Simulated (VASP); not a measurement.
A VASP calculation is set up with these files.

### INCAR
```
SYSTEM = CdS
PREC = Accurate; ENCUT = 300; LREAL = .FALSE.
LASPH = .TRUE.
EDIFF = 1E-6; NELM = 100; ALGO = Normal
LMAXMIX = 4
ISMEAR = 0; SIGMA = 0.05
GGA = PE
ISIF = 2
LWAVE = .FALSE.; LCHARG = .FALSE.
```

**KPOINTS**
```
Automatic mesh
0
Gamma
5 5 5
0 0 0
```

**POSCAR**
```
CdS
1.0
  0.0000000000   3.0018140000   3.0018140000
  3.0018140000   0.0000000000   3.0018140000
  3.0018140000   3.0018140000   0.0000000000
Cd S
1 1
Cart
  0.0000000000   0.0000000000   0.0000000000
  1.5009070000   1.5009070000   1.5009070000
```

POTCAR, in this order: Cd S (PBE.64 set). Program: vasp_std.

**Question.** Translate this PBE calculation to Quantum ESPRESSO's pw.x.

**Answer.** One equivalent input (not run):
```
&CONTROL
  calculation = 'scf'
  pseudo_dir = './pseudo'
  outdir = './out'
  tprnfor = .true.
  tstress = .true.
/
&SYSTEM
  ibrav = 0
  nat = 2
  ntyp = 2
  ecutwfc = 102
  occupations = 'smearing'
  smearing = 'gaussian'
  degauss = 0.003675
  input_dft = 'pbe'
/
&ELECTRONS
  conv_thr = 7.3e-08
  electron_maxstep = 100
/
ATOMIC_SPECIES
  Cd 112.414 Cd.upf
  S 32.060 S.upf
CELL_PARAMETERS angstrom
     0.0000000    3.0018140    3.0018140
     3.0018140    0.0000000    3.0018140
     3.0018140    3.0018140    0.0000000
ATOMIC_POSITIONS crystal
  Cd   0.0000000  0.0000000  0.0000000
  S    0.2500000  0.2500000  0.2500000
K_POINTS automatic
  5 5 5 0 0 0
```
The two are equivalent in intent, not identical: the potentials are each code's own (VASP's PAW set, PseudoDojo norm-conserving files in pw.x), so ENCUT and ecutwfc are chosen apart and not converted; conv_thr bounds pw.x's estimated SCF error, while EDIFF bounds the energy change between steps.

The structure comes from a computed database's CdS entry; how it stands against other phases isn't given here. The cell was not relaxed at this level.
